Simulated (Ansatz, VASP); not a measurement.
# Cd2TeO in VASP and in Ansatz

Contents of POSCAR:

```
Cd2TeO
1.0
    3.9815462508      0.0000000000      0.0000000000
    0.0000000000      3.9815462508      0.0000000000
    0.0000000000      0.0000000000      5.3991006792
O Cd Te
1 2 1
Direct
    0.0000000000      0.0000000000      0.0000000000
    0.0000000000      0.0000000000      0.5000000000
    0.5000000000      0.5000000000      0.0000000000
    0.5000000000      0.5000000000      0.5000000000
```

INCAR.step1

```
PREC     = Accurate       # precision mode
ENCUT    = 520            # plane-wave cutoff, eV
EDIFF    = 1E-5           # SCF threshold, eV
ISMEAR   = -1             # smearing method
SIGMA    = 0.02           # smearing width, eV
LREAL    = F              # projectors in reciprocal space
LASPH    = T              # aspherical terms in the spheres
NELM     = 100            # most SCF steps
ALGO     = Normal         # electronic algorithm
ISIF     = 2              # what is computed and relaxed
LWAVE    = T              # write WAVECAR
GGA      = PE             # functional
NBANDS   = 26             # bands
```

The input INCAR.step2:

```
PREC     = Accurate       # precision mode
ENCUT    = 520            # plane-wave cutoff, eV
EDIFF    = 1E-6           # SCF threshold, eV
ISMEAR   = -1             # smearing method
SIGMA    = 0.02           # smearing width, eV
LREAL    = F              # projectors in reciprocal space
LASPH    = T              # aspherical terms in the spheres
NELM     = 100            # most SCF steps
ALGO     = Normal         # electronic algorithm
ISIF     = 2              # what is computed and relaxed
LWAVE    = F              # write WAVECAR
LCHARG   = T              # write CHGCAR
GGA      = PE             # functional
LHFCALC  = T              # exact exchange
HFSCREEN = 0.2079         # screening, 1/A
PRECFOCK = Normal       
LELF     = T              # ELF
LVHAR    = T            
ISTART   = 1            
NBANDS   = 26             # bands
```

KPOINTS

```
regular mesh
0
Gamma
  4 4 2
```

Input for Ansatz:

```yaml
crystal:
  lattice:
    - [3.9815462508, 0.0, 0.0]
    - [0.0, 3.9815462508, 0.0]
    - [0.0, 0.0, 5.3991006792]
  atoms:
    - { symbol: O, position: [0.0, 0.0, 0.0] }
    - { symbol: Cd, position: [0.0, 0.0, 0.5] }
    - { symbol: Te, position: [0.5, 0.5, 0.5] }
    - { symbol: Cd, position: [0.5, 0.5, 0.0] }
kpoints:
  mp_grid: { grid: [4, 4, 2] }
hamiltonian:
  xc: hse06
scf:
  occupations: { method: fermi_dirac, width: 0.02 }
  n_extra_bands: 5
output:
  forces: true
  stress: true
  eigenvalues: true
```

The cell was built by a generator and needn't be a form met in nature.

Alike in both runs: task single point; functional HSE06; k mesh 4 × 4 × 2; occupations fermi-dirac, width 0.02 eV; no spin polarisation.

|  | VASP | Ansatz |
| --- | --- | --- |
| version | VASP 6.6.1 | Ansatz 0.2.0 |
| potentials or method | VASP PAW PBE potentials, release 64 (O, Cd, Te) | plane waves, PAW |
| plane-wave cutoff (eV) | 520 | 420 |
| valence electrons in the cell | 36 | 62 |

```tsv
	VASP	Ansatz	Ansatz less VASP
pressure (GPa)	-0.1	-0.3	-0.18
largest component of the traceless stress (GPa)	0.49	0.47	-0.017
```

The two sets of potentials don't hold the same shells in valence. Ansatz warned: «filled_band_counts_differ_across_k_points».

Caveats: the k mesh is coarse (spacing up to 0.58 Å⁻¹), so the values aren't converged, least of all with exact exchange; the PAW data sets were made with another functional, which shifts forces and pressure a little (VASP). Spin-orbit coupling is left out, which matters for the levels of Te.
